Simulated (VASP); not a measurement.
Input:

```xyz
2
Lattice="0.0000 2.7358 2.7358 2.7358 0.0000 2.7358 2.7358 2.7358 0.0000" Properties=species:S:1:pos:R:3 pbc="T T T"
Ga     0.0000     0.0000     0.0000
P      1.3679     1.3679     1.3679
```

Method: optB86b-vdW, VASP's PBE PAW potentials (set 64) (plane waves; VASP). Run with 520 eV cut-off, Gaussian smearing of 0.050 eV, potentials Ga_d P.

Give the energies of bands 7 to 12 at the high-symmetry points, in eV from the valence-band maximum.

```
band     Γ      X      U      L      W
----  ----  -----  -----  -----  -----
7     0.00  -6.73  -6.52  -6.59  -6.53
8     0.00  -2.65  -3.88  -1.10  -3.53
9     0.00  -2.65  -2.22  -1.10  -3.37
10    1.68   1.65   2.17   1.60   4.69
11    3.87   1.81   4.76   4.71   4.79
12    3.87  10.48   8.18   4.71   6.04
```

The gap is indirect, 1.59 eV, from the valence maximum at Γ to the conduction minimum at Γ-X at 0.86.

Measured: gap 2.43 eV (computed value off by -0.84 eV), as given by Wei Chen et al., Physical Review Materials (2018), doi:10.1103/physrevmaterials.2.073803 [zero-point renormalisation of 0.08 eV added back (the table's ZPR column)].

The compound is GaP in the zinc blende structure. It was relaxed first.
